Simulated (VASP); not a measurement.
# Bi2Se3 (Paraguanajuatite): zone-centre modes, functional by functional

Aim: the vibrations of Bi2Se3 (Paraguanajuatite) at the zone centre, at several levels of theory. The starting structure is a measured crystal structure from the Crystallography Open Database.

Method: Kohn-Sham DFT with plane waves and PAW; LDA, PBEsol, PBE, PBEsol + D3(BJ), r2SCAN and r2SCAN + rVV10, in VASP 6.6.1.

## Step 1: Set-up

The structure is trigonal, space group R-3m (No. 166). The conventional cell has a = 4.143 Å, b = 4.143 Å, c = 28.636 Å, α = 90.00°, β = 90.00°, γ = 120.00°. Nearest to Bi lie 6 Se at 2.85 to 3.07 Å. Nearest to Se lie 3 Bi at 2.85 Å. Se has 6 Bi at 3.07 Å nearest. Farther neighbours and most contacts between anions are not listed.

Coordinates:

```
Bi Se
1.0
    -4.14300    0.00000    0.00000
     2.07150   -3.58794    0.00000
     2.07150    1.19598    9.54533
Bi Se
2 3
Direct
  0.19840 0.59920 0.79760
  0.80160 0.40080 0.20240
  0.57660 0.78830 0.36490
  0.42340 0.21170 0.63510
  0.00000 0.00000 0.00000
```

## Step 2: Modes with LDA

LDA, the lowest rung, knows the local density alone. The cell comes from a relaxation at this level, not shown (135.82 Å³).

INCAR

```
SYSTEM = Bi2Se3
PREC = Accurate
ENCUT = 450
EDIFF = 1E-08
NELM = 100
ISMEAR = 0
SIGMA = 0.03
LREAL = .FALSE.
ALGO = Normal
GGA = CA
NBANDS = 30
LORBIT = 11
LWAVE = .FALSE.
LCHARG = .FALSE.
KPAR = 16
IBRION = 6
NFREE = 2
POTIM = 0.015
NSW = 1
ISIF = 2
```

POSCAR

```
Bi2Se3
1.0
   -4.1079494959      0.0000000000      0.0000000000
    2.0539747480     -3.5575886209      0.0000000000
    2.0539747480      1.1858628736      9.2937016610
Bi Se
2 3
Direct
    0.1973395392      0.5986697696      0.7960093089
    0.8026604608      0.4013302304      0.2039906911
    0.5818467703      0.7909233852      0.3727701556
    0.4181532297      0.2090766148      0.6272298444
    0.0000000000      0.0000000000      0.0000000000
```

KPOINTS

```
Automatic mesh
0
Gamma
6 6 6
0 0 0
```

PAW data sets: Bi_d and Se (LDA family, release 64).

The run is started by

```
> mpirun -np 16 vasp_std
```

What it wrote:

```text
[banner, memory and clock lines left out]
running   16 mpi-ranks, on    1 nodes
 distrk:  each k-point on    1 cores,   16 groups
 distr:  one band on    1 cores,    1 groups

 POSCAR found type information on POSCAR BiSe
 POSCAR found :  2 types and       5 ions
|                                                                             |
|           W    W    AA    RRRRR   N    N  II  N    N   GGGG   !!!           |
|           W    W   A  A   R    R  NN   N  II  NN   N  G    G  !!!           |
|           W    W  A    A  R    R  N N  N  II  N N  N  G       !!!           |
|           W WW W  AAAAAA  RRRRR   N  N N  II  N  N N  G  GGG   !            |
|           WW  WW  A    A  R   R   N   NN  II  N   NN  G    G                |
|           W    W  A    A  R    R  N    N  II  N    N   GGGG   !!!           |
|                                                                             |
|     For optimal performance we recommend to set                             |
|       NCORE = 2 up to number-of-cores-per-socket                            |
|     NCORE specifies how many cores store one orbital (NPAR=cpu/NCORE).      |
|     This setting can greatly improve the performance of VASP for DFT.       |
|     The default, NCORE=1 might be grossly inefficient on modern             |
|     multi-core architectures or massively parallel machines. Do your        |
|     Unfortunately you need to use the default for GW and RPA                |
|     calculations (for HF NCORE is supported but not extensively tested      |
|     yet).                                                                   |
|                                                                             |

 LDA part: xc-table for (Slater(with rela. corr.)+CA(PZ))
 , standard interpolation
 POSCAR, INCAR and KPOINTS ok, starting setup
 FFT: planning ... GRIDC
 FFT: planning ... GRID_SOFT
 FFT: planning ... GRID
 WAVECAR not read
 entering main loop
       N       E                     dE             d eps       ncg     rms          rms(c)
DAV:   1     0.449378670371E+03    0.44938E+03   -0.21278E+04  1928   0.151E+03
DAV:   2     0.290895434748E+02   -0.42029E+03   -0.40600E+03  1994   0.411E+02
DAV:   3    -0.219328507639E+02   -0.51022E+02   -0.48698E+02  2538   0.152E+02
DAV:   4    -0.240967477736E+02   -0.21639E+01   -0.21380E+01  2210   0.318E+01
DAV:   5    -0.241775263526E+02   -0.80779E-01   -0.80723E-01  2550   0.661E+00    0.546E+00
DAV:   6    -0.234487237016E+02    0.72880E+00   -0.11763E+00  2472   0.758E+00    0.354E+00
DAV:   7    -0.234377124614E+02    0.11011E-01   -0.31629E-01  2154   0.254E+00    0.178E+00
DAV:   8    -0.234349053095E+02    0.28072E-02   -0.48015E-02  2358   0.113E+00    0.502E-01
DAV:   9    -0.234335751484E+02    0.13302E-02   -0.27357E-03  2404   0.453E-01    0.119E-01
DAV:  10    -0.234336030301E+02   -0.27882E-04   -0.14522E-03  2130   0.194E-01    0.468E-02
DAV:  11    -0.234336104011E+02   -0.73710E-05   -0.16020E-04  2286   0.746E-02    0.289E-02
DAV:  12    -0.234336151467E+02   -0.47456E-05   -0.23586E-05  2648   0.258E-02    0.704E-03
DAV:  13    -0.234336149478E+02    0.19889E-06   -0.36765E-06  2334   0.152E-02    0.306E-03
DAV:  14    -0.234336149202E+02    0.27606E-07   -0.43565E-07  1956   0.356E-03    0.107E-03
DAV:  15    -0.234336149196E+02    0.66484E-09   -0.40488E-08  1902   0.146E-03
   1 F= -.23433615E+02 E0= -.23433560E+02  d E =-.110663E-03
[... from here on, the cycles between the ionic steps are left out ...]
   2 F= -.23433275E+02 E0= -.23433220E+02  d E =-.111080E-03
   3 F= -.23433275E+02 E0= -.23433220E+02  d E =-.111095E-03
   4 F= -.23432658E+02 E0= -.23432622E+02  d E =-.723654E-04
   5 F= -.23432648E+02 E0= -.23432605E+02  d E =-.867900E-04
   6 F= -.23433146E+02 E0= -.23433091E+02  d E =-.110610E-03
   7 F= -.23433146E+02 E0= -.23433090E+02  d E =-.110607E-03
   8 F= -.23432912E+02 E0= -.23432868E+02  d E =-.878700E-04
   9 F= -.23432890E+02 E0= -.23432841E+02  d E =-.973445E-04
  10 F= -.23433246E+02 E0= -.23433190E+02  d E =-.110769E-03
  11 F= -.23433246E+02 E0= -.23433190E+02  d E =-.110768E-03
  12 F= -.23433030E+02 E0= -.23432979E+02  d E =-.102099E-03
 Finite differences progress:
  Degree of freedom:   6/  6
  Displacement:        1/  2
  Total:              11/ 12
 bond charge predicted
       N       E                     dE             d eps       ncg     rms          rms(c)
DAV:   1    -0.234315844531E+02    0.14451E-02   -0.74663E-01  1920   0.285E+00    0.237E-01
DAV:   2    -0.234330288273E+02   -0.14444E-02   -0.22308E-02  2442   0.856E-01    0.611E-02
DAV:   3    -0.234330440237E+02   -0.15196E-04   -0.12157E-03  2432   0.343E-01    0.486E-02
DAV:   4    -0.234330349469E+02    0.90768E-05   -0.10916E-04  2356   0.637E-02    0.232E-02
DAV:   5    -0.234330294921E+02    0.54548E-05   -0.21614E-05  2106   0.389E-02    0.669E-03
DAV:   6    -0.234330295622E+02   -0.70083E-07   -0.34829E-06  2444   0.971E-03    0.303E-03
DAV:   7    -0.234330295598E+02    0.23683E-08   -0.53632E-07  2032   0.482E-03    0.118E-03
DAV:   8    -0.234330295533E+02    0.65738E-08   -0.60692E-08  1920   0.149E-03
  13 F= -.23433030E+02 E0= -.23432979E+02  d E =-.102102E-03
 Finite differences progress:
  Degree of freedom:   6/  6
  Displacement:        2/  2
  Total:              12/ 12
```

Wall time 1.9 min (16 MPI ranks of Intel Xeon 6975P-C (Granite Rapids), shared host); peak memory 10 GiB.

Lines that name or quote the potential files are left out of all logs, and their timing lines are given in words.

Parts of OUTCAR (step 2):

```text
ion  position               nearest neighbor table
   1  0.197  0.599  0.796-   4 2.84   4 2.84   4 2.84   5 3.04   5 3.04   5 3.04
   2  0.803  0.401  0.204-   3 2.84   3 2.84   3 2.84   5 3.04   5 3.04   5 3.04
   3  0.582  0.791  0.373-   2 2.84   2 2.84   2 2.84
   4  0.418  0.209  0.627-   1 2.84   1 2.84   1 2.84
   5  0.000  0.000  0.000-   1 3.04   2 3.04   2 3.04   1 3.04   2 3.04   1 3.04

  LATTYP: Found a trigonal (rhomboedric) cell.
 ALAT       =     9.5915574118
 COS(alpha) =     0.9082846697

 Subroutine GETGRP returns: Found 12 space group operations
 (whereof 12 operations were pure point group operations)

The static configuration has the point symmetry D_3d.

 Found     32 irreducible k-points:

   k-points           NKPTS =     32   k-points in BZ     NKDIM =     32   number of bands    NBANDS=     30

   dimension x,y,z NGX =    28 NGY =   28 NGZ =   70
   dimension x,y,z NGXF=    56 NGYF=   56 NGZF=  140

   ENCUT  =  450.0 eV  33.07 Ry    5.75 a.u.   7.11  7.11 16.59*2*pi/ulx,y,z

   NELECT =      48.0000    total number of electrons

 k-points in reciprocal lattice and weights: Automatic mesh
   0.00000000  0.00000000  0.00000000       0.005
   0.16666667  0.00000000 -0.00000000       0.028
   0.33333333  0.00000000  0.00000000       0.028
   0.50000000  0.00000000  0.00000000       0.014
   0.00000000  0.16666667  0.00000000       0.028
   0.16666667  0.16666667 -0.00000000       0.056
   0.33333333  0.16666667  0.00000000       0.056
   0.00000000  0.33333333  0.00000000       0.028
   0.16666667  0.33333333  0.00000000       0.056
[...]
0.16666667  0.16666667  0.33333333       0.028
   0.00000000  0.00000000  0.50000000       0.005

 average (electrostatic) potential at core
       1-105.8555       2-105.8805       3 -58.9637       4 -58.9242       5 -58.8117

 E-fermi :   5.4594

 k-point     1 :       0.0000    0.0000    0.0000
  band No.  band energies     occupation
    ...
     20       3.3975      2.00000
     21       3.3975      2.00000
     22       4.1315      2.00000
     23       4.1315      2.00000
     24       5.4397      1.64541
     25       5.4790      0.35459
     26       6.5912      0.00000
     27       6.5912      0.00000
     28       7.4841      0.00000
     29       8.1092      0.00000
    ...

 k-point     2 :       0.1667    0.0000   -0.0000
  band No.  band energies     occupation
    ...
     20       3.5226      2.00000
     21       3.6619      2.00000
     22       3.8511      2.00000
     23       4.4219      2.00000
     24       4.7724      2.00000
     25       6.6355      0.00000
     26       6.8986      0.00000
     27       7.2126      0.00000
     28       7.7058      0.00000
     29       8.2750      0.00000
    ...

 k-point     3 :       0.3333    0.0000    0.0000
  band No.  band energies     occupation
    ...
     20       2.9284      2.00000
     21       3.0179      2.00000
     22       3.6479      2.00000
     23       3.7085      2.00000
     24       3.8654      2.00000
     25       7.0400      0.00000
     26       7.8352      0.00000
     27       8.1751      0.00000
     28       8.3103      0.00000
     29       8.6173      0.00000
    ...

  Total       -0.0015460     -0.0015460     -0.0027490      0.0000000      0.0000000     -0.0000000
  in kB       -0.0182374     -0.0182374     -0.0324277      0.0000000      0.0000000     -0.0000000
  external PRESSURE =      -0.0229675 kB  Pullay stress =       0.0000000 kB

  energy-cutoff  :      450.00
  volume of cell :      135.82
      direct lattice vectors                 reciprocal lattice vectors
    -4.107949496  0.000000000  0.000000000    -0.243430451 -0.140544637  0.071733168
     2.053974748 -3.557588621  0.000000000     0.000000000 -0.281089273  0.035866584
     2.053974748  1.185862874  9.293701661     0.000000000  0.000000000  0.107599753

 POSITION                                       TOTAL-FORCE (eV/Angst)
 -----------------------------------------------------------------------------------
      2.05397     -1.18586      7.39787        -0.000000      0.000000     -0.024158
     -2.05397     -1.18586      1.89583        -0.000000      0.000000     -0.023379
      0.00000     -2.37173      3.46441        -0.000000      0.000000     -0.014521
     -0.00000     -0.00000      5.82929        -0.000000      0.000000     -0.015915
      0.00000      0.00000     -0.01500         0.000000     -0.000000      0.077973
 -----------------------------------------------------------------------------------
    total drift:                               -0.000001     -0.000001     -0.000004

  FREE ENERGIE OF THE ION-ELECTRON SYSTEM (eV)
  ---------------------------------------------------
  free  energy   TOTEN  =       -23.4330295533 eV

  energy  without entropy=      -23.4329274514  energy(sigma->0) =      -23.43297850

 Eigenvectors and eigenvalues of the dynamical matrix
 ----------------------------------------------------

   1 f  =    5.415717 THz    34.027954 2PiTHz  180.648878 cm-1    22.397596 meV
             X         Y         Z           dx          dy          dz
      2.053975 -1.185863  7.397873    -0.000000    0.000000   -0.395679
     -2.053975 -1.185863  1.895829     0.000000   -0.000000    0.395679
      0.000000 -2.371726  3.464415    -0.000000    0.000000   -0.586036
     -0.000000 -0.000000  5.829287     0.000000   -0.000000    0.586036
      0.000000  0.000000  0.000000    -0.000000    0.000000   -0.000000

   2 f  =    4.784492 THz    30.061849 2PiTHz  159.593470 cm-1    19.787060 meV
             X         Y         Z           dx          dy          dz
      2.053975 -1.185863  7.397873     0.000000   -0.000000    0.280274
     -2.053975 -1.185863  1.895829     0.000000   -0.000000    0.280274
      0.000000 -2.371726  3.464415    -0.000000    0.000000   -0.610551
     -0.000000 -0.000000  5.829287    -0.000000    0.000000   -0.610551
      0.000000  0.000000  0.000000     0.000000   -0.000000    0.312007

   3 f  =    4.260722 THz    26.770907 2PiTHz  142.122393 cm-1    17.620923 meV
             X         Y         Z           dx          dy          dz
      2.053975 -1.185863  7.397873     0.224106   -0.173698   -0.000000
     -2.053975 -1.185863  1.895829    -0.224106    0.173698    0.000000
      0.000000 -2.371726  3.464415     0.511990   -0.396827   -0.000000
     -0.000000 -0.000000  5.829287    -0.511990    0.396827    0.000000
      0.000000  0.000000  0.000000    -0.000000   -0.000000    0.000000

   4 f  =    4.260722 THz    26.770907 2PiTHz  142.122393 cm-1    17.620923 meV
             X         Y         Z           dx          dy          dz
      2.053975 -1.185863  7.397873    -0.173698   -0.224106    0.000000
     -2.053975 -1.185863  1.895829     0.173698    0.224106   -0.000000
      0.000000 -2.371726  3.464415    -0.396827   -0.511990    0.000000
     -0.000000 -0.000000  5.829287     0.396827    0.511990   -0.000000
      0.000000  0.000000  0.000000    -0.000000   -0.000000    0.000000

   5 f  =    4.213699 THz    26.475449 2PiTHz  140.553854 cm-1    17.426449 meV
             X         Y         Z           dx          dy          dz
      2.053975 -1.185863  7.397873    -0.000000    0.000000    0.321156
     -2.053975 -1.185863  1.895829    -0.000000    0.000000    0.321156
      0.000000 -2.371726  3.464415     0.000000   -0.000000   -0.078440
     -0.000000 -0.000000  5.829287     0.000000   -0.000000   -0.078440
      0.000000  0.000000  0.000000    -0.000000    0.000000   -0.883975

   6 f  =    4.038104 THz    25.372153 2PiTHz  134.696635 cm-1    16.700247 meV
             X         Y         Z           dx          dy          dz
      2.053975 -1.185863  7.397873    -0.090935    0.070480   -0.000000
     -2.053975 -1.185863  1.895829    -0.090935    0.070480   -0.000000
      0.000000 -2.371726  3.464415     0.409499   -0.317388   -0.000000
     -0.000000 -0.000000  5.829287     0.409499   -0.317388   -0.000000
      0.000000  0.000000  0.000000    -0.522302    0.404817    0.000000

   7 f  =    4.038104 THz    25.372153 2PiTHz  134.696635 cm-1    16.700247 meV
             X         Y         Z           dx          dy          dz
      2.053975 -1.185863  7.397873     0.070480    0.090935    0.000000
     -2.053975 -1.185863  1.895829     0.070480    0.090935    0.000000
      0.000000 -2.371726  3.464415    -0.317388   -0.409499    0.000000
     -0.000000 -0.000000  5.829287    -0.317388   -0.409499    0.000000
      0.000000  0.000000  0.000000     0.404817    0.522302   -0.000000

   8 f  =    2.617838 THz    16.448362 2PiTHz   87.321678 cm-1    10.826503 meV
             X         Y         Z           dx          dy          dz
      2.053975 -1.185863  7.397873    -0.323199    0.250490    0.000000
     -2.053975 -1.185863  1.895829    -0.323199    0.250490    0.000000
      0.000000 -2.371726  3.464415     0.263712   -0.204385   -0.000000
     -0.000000 -0.000000  5.829287     0.263712   -0.204385   -0.000000
      0.000000  0.000000  0.000000     0.526055   -0.407709   -0.000000

   9 f  =    2.617838 THz    16.448362 2PiTHz   87.321678 cm-1    10.826503 meV
             X         Y         Z           dx          dy          dz
      2.053975 -1.185863  7.397873    -0.250490   -0.323199    0.000000
     -2.053975 -1.185863  1.895829    -0.250490   -0.323199    0.000000
      0.000000 -2.371726  3.464415     0.204385    0.263712   -0.000000
     -0.000000 -0.000000  5.829287     0.204385    0.263712   -0.000000
      0.000000  0.000000  0.000000     0.407709    0.526055   -0.000000

  10 f  =    2.257862 THz    14.186563 2PiTHz   75.314154 cm-1     9.337761 meV
             X         Y         Z           dx          dy          dz
      2.053975 -1.185863  7.397873    -0.000000    0.000000   -0.586036
     -2.053975 -1.185863  1.895829     0.000000   -0.000000    0.586036
      0.000000 -2.371726  3.464415     0.000000   -0.000000    0.395679
     -0.000000 -0.000000  5.829287    -0.000000    0.000000   -0.395679
      0.000000  0.000000  0.000000     0.000000    0.000000   -0.000000

  11 f  =    1.312228 THz     8.244970 2PiTHz   43.771204 cm-1     5.426935 meV
             X         Y         Z           dx          dy          dz
      2.053975 -1.185863  7.397873     0.511995   -0.396820   -0.000000
     -2.053975 -1.185863  1.895829    -0.511995    0.396820    0.000000
      0.000000 -2.371726  3.464415    -0.224109    0.173695    0.000000
     -0.000000 -0.000000  5.829287     0.224109   -0.173695   -0.000000
      0.000000  0.000000  0.000000     0.000000    0.000000   -0.000000

  12 f  =    1.312228 THz     8.244970 2PiTHz   43.771204 cm-1     5.426935 meV
             X         Y         Z           dx          dy          dz
      2.053975 -1.185863  7.397873     0.396820    0.511995   -0.000000
     -2.053975 -1.185863  1.895829    -0.396820   -0.511995    0.000000
      0.000000 -2.371726  3.464415    -0.173695   -0.224109    0.000000
     -0.000000 -0.000000  5.829287     0.173695    0.224109   -0.000000
      0.000000  0.000000  0.000000     0.000000    0.000000    0.000000

  13 f/i=    0.002607 THz     0.016383 2PiTHz    0.086977 cm-1     0.010784 meV
             X         Y         Z           dx          dy          dz
      2.053975 -1.185863  7.397873     0.253327    0.505357   -0.000000
     -2.053975 -1.185863  1.895829     0.253327    0.505357   -0.000000
      0.000000 -2.371726  3.464415     0.155404    0.310013   -0.000000
     -0.000000 -0.000000  5.829287     0.155404    0.310013   -0.000000
      0.000000  0.000000  0.000000     0.155471    0.310147   -0.000000

  14 f/i=    0.002607 THz     0.016383 2PiTHz    0.086977 cm-1     0.010784 meV
             X         Y         Z           dx          dy          dz
      2.053975 -1.185863  7.397873    -0.505357    0.253327   -0.000000
     -2.053975 -1.185863  1.895829    -0.505357    0.253327   -0.000000
      0.000000 -2.371726  3.464415    -0.310013    0.155404   -0.000000
     -0.000000 -0.000000  5.829287    -0.310013    0.155404   -0.000000
      0.000000  0.000000  0.000000    -0.310147    0.155471   -0.000000

  15 f/i=    0.007625 THz     0.047908 2PiTHz    0.254338 cm-1     0.031534 meV
             X         Y         Z           dx          dy          dz
      2.053975 -1.185863  7.397873     0.000000    0.000000    0.564185
     -2.053975 -1.185863  1.895829     0.000000    0.000000    0.564185
      0.000000 -2.371726  3.464415     0.000000    0.000000    0.347959
     -0.000000 -0.000000  5.829287     0.000000    0.000000    0.347959
      0.000000  0.000000  0.000000     0.000000    0.000000    0.348195

 ELASTIC MODULI CONTR FROM IONIC RELAXATION (kBar)
 Direction    XX          YY          ZZ          XY          YZ          ZX
 --------------------------------------------------------------------------------
 XX        -230.0178    -67.0738   -245.4733      0.0000    161.5420     -0.0000
 YY         -67.0738   -230.0178   -245.4733      0.0000   -161.5420      0.0000
 ZZ        -245.4733   -245.4733   -424.9104      0.0000      0.0000     -0.0000
 XY           0.0000      0.0000      0.0000    -81.4720     -0.0000    161.5418
 YZ         161.5420   -161.5420      0.0000     -0.0000   -320.4448      0.0000
 ZX          -0.0000      0.0000     -0.0000    161.5418      0.0000   -320.4442
 --------------------------------------------------------------------------------

 total charge
# of ion       s       p       d       tot
------------------------------------------
    1        1.616   1.105   9.962  12.684
    2        1.616   1.105   9.962  12.684
    3        1.500   2.253   0.026   3.779
    4        1.500   2.253   0.026   3.779
    5        1.481   2.321   0.024   3.826
--------------------------------------------------
tot          7.713   9.038  20.001  36.753

[... 3 further parts left out ...]
```

The last energy, forces, stress and levels in OUTCAR belong to the last displaced cell, not to the cell of POSCAR.

LDA: the zone-centre modes are A1g (2) 180.6, A2u (2) 159.6, Eg (2) 142.1, A2u (1) 140.6, Eu (2) 134.7, Eu (1) 87.3, A1g (1) 75.3, Eg (1) 43.8 cm⁻¹.

(Continued in part 2 of 3.)

[Lines on the potential files, build, host, timing and source positions are cut from VASP's logs without a mark.]

[Logs are printed without paths, hosts, clocks, repeated set-up lines and the standing remarks that a program may print on its own settings, such as how far it seeks lower states.]

[Hosts, paths, dates, database ids (printed as entryN), source tags and the programs' standing remarks are cut or masked in the printed files.]
